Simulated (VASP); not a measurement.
A cell of Rh (fcc) near equilibrium:

```
CELL_PARAMETERS angstrom
      0.00000     1.88737     1.88737
      1.88737     0.00000     1.88737
      1.88737     1.88737     0.00000
ATOMIC_POSITIONS crystal
  Rh 0.00000 0.00000 0.00000
```

Level of theory: PBEsol GGA, VASP's PBE PAW potentials (set 64) (plane waves; VASP 6.6.1).

| run | ΔE (meV/atom) | σxx | σyy | σzz | largest shear component, with its sign (GPa) | largest force (eV/Å) |
|---|---|---|---|---|---|---|
| as it is | 0.0 | 1.23 | 1.23 | 1.23 | 0.00 | 0.000 |
| after one change | 80.7 | -20.09 | -20.09 | -20.09 | 0.00 | 0.000 |
Stress is in GPa, positive when the cell is compressed.

Question: Name the change that produced these shifts.
A. uniaxial strain of +1.0 % along x
B. isotropic strain of -4.0 %
C. isotropic strain of +3.0 %
D. uniaxial strain of +0.5 % along z

Answer: C, isotropic strain of +3.0 %

The compound is Rh in the fcc structure.
